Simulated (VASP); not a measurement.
Given:

```
ZnSe
1.0
    0.00000     2.85247     2.85247
    2.85247     0.00000     2.85247
    2.85247     2.85247     0.00000
Zn Se
1 1
Direct
  0.00000   0.00000   0.00000
  0.25000   0.25000   0.25000
```

Method: MS2 meta-GGA, VASP's PBE PAW potentials (set 64) (plane waves; VASP). Run with 520 eV cut-off, 8×8×8 Γ-centred mesh, Gaussian smearing of 0.050 eV, potentials Zn Se.

Problem. Give the stress tensor in GPa (positive for a compressed cell).

Solution. 
```
-1.77   0.00   0.00
 0.00  -1.77   0.00
 0.00   0.00  -1.77
```
The pressure is its mean diagonal, -1.77 GPa.

The compound is ZnSe in the zinc blende structure. This cell is one point of a volume scan, at 1.03 of the reference volume.
